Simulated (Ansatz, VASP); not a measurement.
# Cross-check of SrH2S2 between VASP and Ansatz

Aim: how closely do two programs agree when they are given the same cell, functional and k mesh? The cell is invented: As first built, before any earlier steps moved the atoms (in the runner's words): Sr for Cd, S for O in the CdH2O2 structure of space group P-3m1. It may not be a known or stable phase. The two relaxations start from unlike cells of this crystal (the structure described is Ansatz's start), so only their ends are compared.

Calculated with Ansatz 0.2.0; plane waves, with VASP 6.6.1 beside it; relaxation of cell and atoms at PBE.

## 1. Set-up

It takes space group P-3m1 (No. 164, trigonal). Conventional cell: a = 4.305 Å, b = 4.305 Å, c = 5.686 Å, α = 90.00°, β = 90.00°, γ = 120.00°. Nearest to Sr lie 6 S at 2.84 Å. Nearest to H lie 1 S at 1.18 Å. S has 1 H at 1.18 Å and 3 Sr at 2.84 Å nearest. It derives from CdH2O2. As first built, before any earlier steps moved the atoms (in the runner's words): Sr for Cd, S for O in the CdH2O2 structure of space group P-3m1. Farther neighbours and most contacts between anions are not listed.

## 2. Ansatz: relaxation of cell and atoms, PBE

Ansatz runs on its default PAW (the set named soft_2) files.

The relaxed volume is the usual yardstick between codes: in a stiff, nearly cubic crystal its relative difference is about their pressure difference at one cell divided by the bulk modulus.

Contents of input.yaml:

```yaml
crystal:
  lattice:
    - [4.3050821882, 0.0, 0.0]
    - [-2.1525410941, 3.7283105404, 0.0]
    - [0.0, 0.0, 5.6857516178]
  atoms:
    - { symbol: Sr, position: [0.0, 0.0, 0.0] }
    - { symbol: H, position: [0.6666666667, 0.3333333333, 0.55096072] }
    - { symbol: H, position: [0.3333333333, 0.6666666667, 0.44903928] }
    - { symbol: S, position: [0.6666666667, 0.3333333333, 0.759372] }
    - { symbol: S, position: [0.3333333333, 0.6666666667, 0.240628] }
kpoints:
  mp_grid: { grid: [6, 6, 4] }
scf:
  occupations: { method: gaussian, width: 0.03 }
hamiltonian:
  xc: pbe
output:
  forces: true
  stress: true
relax:
  f_tol: 0.02
  max_steps: 60
  cell: {}
```

On the command line:

```console
ansatz run input.yaml --threads 2 --pin off --max-ram 4096MiB --backend cpu --events-out ev --progress --plain --runs-dir out
```

Numbers of over 12 decimals in the logs are rounded to 6 here.

Output:

```text
Engine: ansatz 0.2.0, aarch64-unknown-linux-gnu
Pseudopotentials: kind: paw
Pseudopotential: Sr, paw, valence charge 10, recommended cutoff 420 eV (normal), Sr.paw.azcp
Pseudopotential: H, paw, valence charge 1, recommended cutoff 420 eV (normal), H.paw.azcp
Pseudopotential: S, paw, valence charge 6, recommended cutoff 420 eV (normal), S.paw.azcp
Functional definition: PBE
  parameter kappa = 0.804
  parameter beta = 0.066725
  exchange = pbe_x(kappa = kappa, mu = beta*pi^2/3)
  correlation = pbe_c(beta = beta)
Crystal: 5 atoms, lattice volume = 91.260 Å³
Basis set: ecut = 420 eV, 1789 PW (Γ), exchange–correlation on 60×60×80 points (8 copies of the dense FFT grid, shifted against one another)
Bands: 17, of which v1, the nominal top of the filled ones, is band 12 counted from 1 (11 counted from 0)
Symmetry: 12 space group operations
Space group: P-3m1 (ITA 164), of the structure as read, at distance tolerance 4.5e-5 Å
k-points: 24 of 144
Non-local potential: Sr, projectors of the file, l = 0: 3, l = 1: 2, l = 2: 2
Non-local potential: H, projectors of the file, l = 0: 2, l = 1: 1
Non-local potential: S, projectors of the file, l = 0: 2, l = 1: 2, l = 2: 2
PAW form: soft (Blöchl's): semilocal exchange-correlation on the pseudo side does not see the compensation charge
PAW one-centre angular grid: Sr, 110 points (default); XC on 64 Gauss nodes
PAW one-centre angular grid: H, 110 points (default); XC on 64 Gauss nodes
PAW one-centre angular grid: S, 110 points (default); XC on 64 Gauss nodes
Initial density: superposition of atomic densities (neutral atoms: chi_scale 0, normalization atom), corrected by the library's trained network
Initial wavefunctions: pseudopotential atomic-orbital guess
Functional: x = pbe(κ = 0.804, μ = 0.219515), c = pbe(β = 0.066725)
SCF iter   1: F=—  HF=-5383.395133 eV  |F-HF|=—  |Δ(HF+E_count)|=         —  Δρ=1.59e-3  dr2=3.43e-3  ethr=1.77e-3  ⟨swp⟩=8.7  Hψ=3059  notcnv=0
preconditioner: auto → Resta (q_TF=auto, 2.184 Å⁻¹)  ε∞=2.8  [insulator: Δε(μ)=3.285 eV  Ē_g=13.519 eV  σ=0.030 eV  W_gap=1.00  n_scr=20 (ndim 8)  ℏωp=18.2 eV  f_vac=0.027  D(μ)=0.00/eV (n_scr^D=0)  ε∞_Penn≈2.8]
SCF iter   2: F=—  HF=-5383.391750 eV  |F-HF|=—  |Δ(HF+E_count)|=   3.38e-3  Δρ=8.37e-4  dr2=3.51e-4  ethr=1.43e-5  ⟨swp⟩=2.2  Hψ=948  notcnv=0  defer=14
SCF iter   3: F=—  HF=-5383.391960 eV  |F-HF|=—  |Δ(HF+E_count)|=   2.09e-4  Δρ=4.19e-4  dr2=9.41e-5  ethr=1.46e-6  ⟨swp⟩=2.4  Hψ=547  notcnv=0  defer=15
SCF iter   4: F=—  HF=-5383.392228 eV  |F-HF|=—  |Δ(HF+E_count)|=   2.69e-4  Δρ=6.07e-5  dr2=5.22e-6  ethr=3.92e-7  ⟨swp⟩=2.0  Hψ=573  notcnv=0  defer=15
SCF iter   5: F=—  HF=-5383.392239 eV  |F-HF|=—  |Δ(HF+E_count)|=   1.09e-5  Δρ=2.17e-5  dr2=7.15e-7  ethr=2.17e-8  ⟨swp⟩=2.5  Hψ=627  notcnv=0  defer=15
SCF iter   6: F=-5383.392241 eV  HF=-5383.392241 eV  |F-HF|=4.01e-8  |Δ(HF+E_count)|=   1.63e-6  Δρ=4.23e-6  dr2=2.16e-8  ethr=4.17e-10  ⟨swp⟩=6.0  Hψ=1725  notcnv=0
SCF 1 converged in 6 iterations: F = -5383.392241 eV  dr2 = 2.16e-8
  greatest PAW one-centre occupation: 0.987 electrons in one spin orbital (limit 2), on the Sr atom at site 0 (counted from 0), in its partial waves of l = 0
relax step   1: F+E_penalty+E_count = -5383.39224091 eV  Δ(F+E_penalty+E_count) = +0.000e0 eV  max|allowed force component| = 6.396e0 eV/Å  Δτ_max = 0.0000 Å  P = +16.756 GPa  Ω = 91.260 Å³  (6 SCF iters, dr2 threshold 1.00e-7 eV, accepted)
[...]
relax step   8: F+E_penalty+E_count = -5384.76711786 eV  Δ(F+E_penalty+E_count) = -1.392e-2 eV  max|allowed force component| = 1.685e-2 eV/Å  Δτ_max = 0.0000 Å  P = +0.066 GPa  Ω = 118.207 Å³  stress off target by 9.36e-2 GPa  SCF on the basis re-selected at this cell (its energy is not comparable with the rows above)  (6 SCF iters)
[...]
relax step   9: F+E_penalty+E_count = -5384.76728003 eV  Δ(F+E_penalty+E_count) = -1.622e-4 eV  max|allowed force component| = 4.610e-3 eV/Å  Δτ_max = 0.0193 Å  P = +0.048 GPa  Ω = 119.211 Å³  energy of the carried Pulay correction = -2.025e-4 eV  (6 SCF iters, dr2 threshold 2.19e-8 eV, accepted)
[...]
relax step  10: F+E_penalty+E_count = -5384.76723184 eV  Δ(F+E_penalty+E_count) = +4.820e-5 eV  max|allowed force component| = 1.775e-3 eV/Å  Δτ_max = 0.0077 Å  P = +0.012 GPa  Ω = 119.736 Å³  energy of the carried Pulay correction = -3.139e-4 eV  (6 SCF iters, dr2 threshold 8.31e-9 eV, accepted)
[...]
relax step  11: F+E_penalty+E_count = -5384.76754709 eV  Δ(F+E_penalty+E_count) = -3.153e-4 eV  max|allowed force component| = 1.648e-3 eV/Å  Δτ_max = 0.0000 Å  P = +0.013 GPa  Ω = 119.736 Å³  stress off target by 1.29e-2 GPa  SCF on the basis re-selected at this cell (its energy is not comparable with the rows above)  (5 SCF iters)
basis re-selected at this cell: Δ(F+E_penalty+E_count) = -3.153e-4 eV, ΔP = +0.001 GPa vs the last step (what re-selecting the basis moved, of the pressure what is left beyond the Pulay correction that the steps carried, after the strain that the cell walked since its last selection, with what the two solves' SCF thresholds leave and, on support functions, any second-order correction that the steps lacked; it is no m [...]
SCF converged after 5 iterations
Free energy (F): -5384.767547 eV
Harris-Foulkes:  -5384.767547 eV  (|F-HF|=8.64e-11)
Internal energy: -5384.767547 eV  (E = F + TS)
E sigma→0 (E₀):  -5384.767547 eV
Fermi energy:    3.442850 eV
--- Per-component energies (eV) ---
  E_band       = -189.443255
  E_kinetic    = 485.257380
  E_local      = -1278.435922  (includes V_loc(G=0)·N_el)
  E_nonlocal   = 261.840005
  E_hartree    = 376.893085
  E_xc         = -385.562330
  E_vxc        = -359.929600  (∫ρ·V_xc dr)
  E_paw        = -3896.435272  (= ΣΔE_a)
  E_vpaw       = -51.959028  (= ΣTr[D̂ρ^β])
  E_aug_tail   = -0.002304  (compensation charges beyond the density's cutoff)
  E_ewald      = -948.322189
  E_smearing   = -0.000000  (= −TS)
  E_closure    = 0.000000  (closes the sum)
  Σ components = -5384.767547   (vs F -5384.767547, Δ=0.00e0)
--- Forces (eV/Å), atoms counted from 1 ---
  atom   1  Sr     0.00000000    -0.00000000     0.00000000
  atom   2  H      0.00000000    -0.00000000    -0.00164797
  atom   3  H      0.00000000     0.00000000     0.00164797
  atom   4  S     -0.00000000     0.00000000     0.00045998
  atom   5  S     -0.00000000    -0.00000000    -0.00045998
  max |Σ_I F_I| component: 9.22e-18 eV/Å
--- Stress (GPa, compression-positive) ---
        0.012413       0.000000       0.000000
        0.000000       0.012413      -0.000000
        0.000000      -0.000000       0.012893
  P = ⅓ Tr σ = 0.0126 GPa (0.126 kbar)
--- Relaxed structure (9 steps of the walk, 9 accepted, 2 SCFs on fresh bases) ---
  F+E_penalty+E_count = -5384.76754709 eV   max|allowed force component| = 1.648e-3 eV/Å   (the final SCF, on the basis selected at the relaxed cell)
  cell:  # Å, volume = 119.7363 Å³
    - [4.688092, 0.0, 0.0]
    - [-2.344046, 4.060007, 0]
    - [0.0, 0, 6.290757]
  atoms:
    - { symbol: Sr, position: [0, 0, 1.8306006937193936e-19] }
    - { symbol: H, position: [0.666667, 0.333333, 0.569085] }
    - { symbol: H, position: [0.333333, 0.666667, 0.430915] }
    - { symbol: S, position: [0.666667, 0.333333, 0.783966] }
    - { symbol: S, position: [0.333333, 0.666667, 0.216034] }
```

The column dr2 measures how far the density is from self-consistency, as an energy; F and HF (Harris–Foulkes) agree once it is small.

## 3. VASP: relaxation of cell and atoms, PBE

Its own start cell and the same functional, mesh and smearing now go to VASP, with its own data sets.

Lines of VASP's logs that name or quote its potential files are left out, and so is its time.

Contents of INCAR:

```
SYSTEM = SrH2S2
PREC = Accurate
ENCUT = 500
EDIFF = 1E-07
NELM = 120
ISMEAR = 0
SIGMA = 0.03
LREAL = .FALSE.
ALGO = Normal
GGA = PE
NBANDS = 18
LORBIT = 11
LWAVE = .FALSE.
LCHARG = .FALSE.
ISIF = 3
IBRION = 2
NSW = 80
EDIFFG = -0.005
LASPH = .TRUE.
GGA_COMPAT = .FALSE.
NELMIN = 4
EFERMI = MIDGAP
KPAR = 2
```

Contents of POSCAR:

```
SrH2S2
1.0
    4.6839798984      0.0000000000      0.0000000000
   -2.3419899492      4.0564463749      0.0000000000
    0.0000000000      0.0000000000      6.1904282187
Sr H S
1 2 2
Direct
    0.0000000000      0.0000000000      0.0000000000
    0.6666666220      0.3333332439      0.5620686574
    0.3333332439      0.6666664879      0.4379313426
    0.6666666220      0.3333332439      0.7800633997
    0.3333332439      0.6666664879      0.2199366003
```

Contents of KPOINTS:

```
Automatic mesh
0
Gamma
6 6 4
0 0 0
```

PAW data sets: Sr_sv, H and S (PBE family, release 64).

On the command line:

```console
mpirun -np 2 vasp_std
```

Output:

```text
[banner, memory and clock lines left out]
running    2 mpi-ranks, on    1 nodes
 distrk:  each k-point on    1 cores,    2 groups
 distr:  one band on    1 cores,    1 groups

 POSCAR found type information on POSCAR SrH S
 POSCAR found :  3 types and       5 ions
 LDA part: xc-table for (Slater+PW92), standard interpolation
 POSCAR, INCAR and KPOINTS ok, starting setup
 FFT: planning ... GRIDC
 FFT: planning ... GRID_SOFT
 FFT: planning ... GRID
 WAVECAR not read
 entering main loop
       N       E                     dE             d eps       ncg     rms          rms(c)
DAV:   1     0.127163776091E+03    0.12716E+03   -0.10356E+04   864   0.110E+03
DAV:   2    -0.123664878969E+02   -0.13953E+03   -0.13602E+03  1138   0.213E+02
DAV:   3    -0.218770370182E+02   -0.95105E+01   -0.94907E+01  1202   0.569E+01
DAV:   4    -0.222005024440E+02   -0.32347E+00   -0.32331E+00  1474   0.886E+00
DAV:   5    -0.222042886641E+02   -0.37862E-02   -0.37859E-02  1284   0.767E-01    0.172E+01
DAV:   6    -0.214342540352E+02    0.77003E+00   -0.15292E+00   960   0.498E+00    0.113E+01
DAV:   7    -0.213339208085E+02    0.10033E+00   -0.10067E+00  1160   0.454E+00    0.233E+00
DAV:   8    -0.213234914655E+02    0.10429E-01   -0.15244E-01  1086   0.161E+00    0.572E-01
DAV:   9    -0.213250861169E+02   -0.15947E-02   -0.35906E-03  1008   0.365E-01    0.243E-01
DAV:  10    -0.213270462990E+02   -0.19602E-02   -0.16803E-03   974   0.224E-01    0.416E-02
DAV:  11    -0.213274006044E+02   -0.35431E-03   -0.27807E-04  1112   0.844E-02    0.293E-02
DAV:  12    -0.213274987646E+02   -0.98160E-04   -0.80535E-05   964   0.457E-02    0.127E-02
DAV:  13    -0.213275140392E+02   -0.15275E-04   -0.19412E-05  1110   0.218E-02    0.301E-03
DAV:  14    -0.213275146812E+02   -0.64194E-06   -0.71558E-07  1058   0.491E-03    0.112E-03
DAV:  15    -0.213275149878E+02   -0.30660E-06   -0.60375E-07   884   0.405E-03    0.857E-04
DAV:  16    -0.213275150283E+02   -0.40520E-07   -0.12833E-08  1056   0.716E-04
   1 F= -.21327515E+02 E0= -.21327515E+02  d E =-.213275E+02
[... from here on, the cycles between the ionic steps are left out ...]
   2 F= -.21327566E+02 E0= -.21327566E+02  d E =-.510217E-04
   3 F= -.21327566E+02 E0= -.21327566E+02  d E =-.514088E-04
   4 F= -.21327600E+02 E0= -.21327600E+02  d E =-.339981E-04
  11 F= -.21327746E+02 E0= -.21327746E+02  d E =-.145263E-03
  12 F= -.21327768E+02 E0= -.21327768E+02  d E =-.167278E-03
  13 F= -.21327771E+02 E0= -.21327771E+02  d E =-.261366E-05
  14 F= -.21327778E+02 E0= -.21327778E+02  d E =-.967522E-05
  15 F= -.21327790E+02 E0= -.21327790E+02  d E =-.221296E-04
  16 F= -.21327808E+02 E0= -.21327808E+02  d E =-.397676E-04
  17 F= -.21327814E+02 E0= -.21327814E+02  d E =-.459291E-04
  18 F= -.21327817E+02 E0= -.21327817E+02  d E =-.481910E-04
  19 F= -.21327820E+02 E0= -.21327820E+02  d E =-.342636E-05
  20 F= -.21327829E+02 E0= -.21327829E+02  d E =-.126471E-04
 curvature:  -1.85 expect dE=-0.409E-04 dE for cont linesearch -0.641E-05
 ZBRENT: increasing intervall
 opt :   0.9938  next Energy=   -21.327842 (dE=-0.255E-04)
 bond charge predicted
       N       E                     dE             d eps       ncg     rms          rms(c)
DAV:   1    -0.213278536402E+02   -0.24490E-04   -0.18783E-03   864   0.285E-01    0.380E-02
DAV:   2    -0.213278467016E+02    0.69386E-05   -0.74695E-05  1016   0.568E-02    0.199E-02
DAV:   3    -0.213278430177E+02    0.36839E-05   -0.58096E-06  1184   0.158E-02    0.118E-02
DAV:   4    -0.213278423660E+02    0.65164E-06   -0.22473E-06  1174   0.965E-03    0.281E-03
DAV:   5    -0.213278424525E+02   -0.86491E-07   -0.19415E-07  1028   0.275E-03
  21 F= -.21327842E+02 E0= -.21327842E+02  d E =-.259021E-04
 curvature:  -3.71 expect dE=-0.336E-04 dE for cont linesearch -0.446E-05
 trial: gam=-0.19788 g(F)=  0.118E-05 g(S)=  0.788E-05 ort = 0.163E-04 (trialstep = 0.278E+00)
 search vector abs. value=  0.113E-04
 reached required accuracy - stopping structural energy minimisation
```

From OUTCAR (step 3):

```text
ion  position               nearest neighbor table
   1  0.000  0.000  0.000-   5 3.03   4 3.03   4 3.03   5 3.03   5 3.03   4 3.03
   2  0.667  0.333  0.562-   4 1.35
   3  0.333  0.667  0.438-   5 1.35
   4  0.667  0.333  0.780-   2 1.35   1 3.03   1 3.03   1 3.03
   5  0.333  0.667  0.220-   3 1.35   1 3.03   1 3.03   1 3.03

  LATTYP: Found a hexagonal cell.
 ALAT       =     4.6839798984
 C/A-ratio  =     1.3216171617

 Subroutine GETGRP returns: Found 12 space group operations
 (whereof 12 operations were pure point group operations)

The static configuration has the point symmetry D_3d.

 Found     24 irreducible k-points:

   k-points           NKPTS =     24   k-points in BZ     NKDIM =     24   number of bands    NBANDS=     18

   dimension x,y,z NGX =    36 NGY =   36 NGZ =   48
   dimension x,y,z NGXF=    72 NGYF=   72 NGZF=   96

   ENCUT  =  500.0 eV  36.75 Ry    6.06 a.u.   8.54  8.54 11.29*2*pi/ulx,y,z

   NELECT =      24.0000    total number of electrons

 k-points in reciprocal lattice and weights: Automatic mesh
   0.00000000  0.00000000  0.00000000       0.007
   0.16666667  0.00000000  0.00000000       0.042
   0.33333333  0.00000000  0.00000000       0.042
   0.50000000 -0.00000000  0.00000000       0.021
   0.16666667  0.16666667  0.00000000       0.042
   0.33333333  0.16666667  0.00000000       0.083
   0.33333333  0.33333333  0.00000000       0.014
   0.00000000  0.00000000  0.25000000       0.014
   0.16666667  0.00000000  0.25000000       0.042
[...]
0.33333333  0.16666667  0.50000000       0.083
   0.33333333  0.33333333  0.50000000       0.014

 average (electrostatic) potential at core
       1 -39.9867       2 -37.5205       3 -37.5205       4 -90.0455       5 -90.0455

 E-fermi :   1.4462

 k-point     1 :       0.0000    0.0000    0.0000
  band No.  band energies     occupation
    ...
      8      -3.6121      2.00000
      9      -1.4590      2.00000
     10      -1.4590      2.00000
     11      -0.3625      2.00000
     12      -0.3625      2.00000
     13       3.2549      0.00000
     14       3.9753      0.00000
     15       4.5912      0.00000
     16       5.1255      0.00000
     17       5.1255      0.00000
    ...

 k-point     2 :       0.1667    0.0000    0.0000
  band No.  band energies     occupation
    ...
      8      -3.7393      2.00000
      9      -1.3980      2.00000
     10      -1.3922      2.00000
     11      -0.8262      2.00000
     12      -0.4726      2.00000
     13       3.7485      0.00000
     14       3.9463      0.00000
     15       4.5480      0.00000
     16       5.3833      0.00000
     17       5.6862      0.00000
    ...

 k-point     3 :       0.3333    0.0000    0.0000
  band No.  band energies     occupation
    ...
      8      -4.0029      2.00000
      9      -1.6948      2.00000
     10      -1.2285      2.00000
     11      -1.1351      2.00000
     12      -0.7093      2.00000
     13       3.5896      0.00000
     14       4.5755      0.00000
     15       4.8804      0.00000
     16       5.9351      0.00000
     17       6.7203      0.00000
    ...

  Total       -0.0198641     -0.0198641      0.0052322     -0.0000000      0.0000000     -0.0000000
  in kB       -0.2676152     -0.2676153      0.0704895     -0.0000000      0.0000000     -0.0000000
  external PRESSURE =      -0.1549137 kB  Pullay stress =       0.0000000 kB

  energy-cutoff  :      500.00
  volume of cell :      118.92
      direct lattice vectors                 reciprocal lattice vectors
     4.692491648  0.000000000  0.000000000     0.213106400  0.123037013  0.000000000
    -2.346245824  4.063817770 -0.000000000    -0.000000000  0.246074026 -0.000000000
    -0.000000000 -0.000000000  6.236368168    -0.000000000 -0.000000000  0.160349738

 POSITION                                       TOTAL-FORCE (eV/Angst)
 -----------------------------------------------------------------------------------
      4.69249      0.00000      0.00000         0.000000      0.000000      0.000000
      2.34625      1.35461      3.52817         0.000000      0.000000      0.001903
     -0.00000      2.70921      2.70820         0.000000     -0.000000     -0.001903
      2.34625      1.35461      4.87714        -0.000000      0.000000     -0.002931
     -0.00000      2.70921      1.35923        -0.000000     -0.000000      0.002931
 -----------------------------------------------------------------------------------
    total drift:                                0.000000      0.000714      0.000000

  FREE ENERGIE OF THE ION-ELECTRON SYSTEM (eV)
  ---------------------------------------------------
  free  energy   TOTEN  =       -21.3278424525 eV

  energy  without entropy=      -21.3278424525  energy(sigma->0) =      -21.32784245

 reached required accuracy - stopping structural energy minimisation

 total charge
# of ion       s       p       d       tot
------------------------------------------
    1        2.007   5.779   0.170   7.955
    2        0.550   0.038   0.000   0.587
    3        0.550   0.038   0.000   0.587
    4        1.314   2.482   0.000   3.796
    5        1.314   2.482   0.000   3.796
--------------------------------------------------
tot          5.733  10.818   0.170  16.721

[... 3 further parts left out ...]
```

## 4. Comparison

Known differences besides the potentials themselves: the cutoff is 420 eV in Ansatz and 500 eV in VASP; Ansatz adds a Pulay correction to the stress that steers its cell, VASP none. Total energies have different zeros and are not compared.

The two programs side by side:

```csv
quantity,Ansatz,VASP,difference
volume (Å³),119.74,118.92,+0.68 %
"edge a after relaxation, in the typed setting (Å)",4.688,4.692,-0.09 %
"edge c after relaxation, in the typed setting (Å)",6.291,6.236,+0.87 %
```

## 5. Summary of results

| Property | Result |
| --- | --- |
| difference in edge c after relaxation, in the typed setting (relaxation of cell and atoms, PBE) | 0.87 % |

**Reading.** The difference in edge c after relaxation, in the typed setting is 0.87 % (relaxation of cell and atoms, PBE), within the 1.2 % picked in this series as the mark of a large difference, as far as the stopping tolerances let one tell. Such differences can come from data sets, numerical settings and the points named under the comparisons, not from the functional's error against experiment.

[Lines on the potential files, build, host, timing and source positions are cut from VASP's logs without a mark.]

[Logs are printed without paths, hosts, clocks, repeated set-up lines and the standing remarks that a program may print on its own settings, such as how far it seeks lower states.]

[Hosts, paths, dates, database ids (printed as entryN), source tags and the programs' standing remarks are cut or masked in the printed files.]
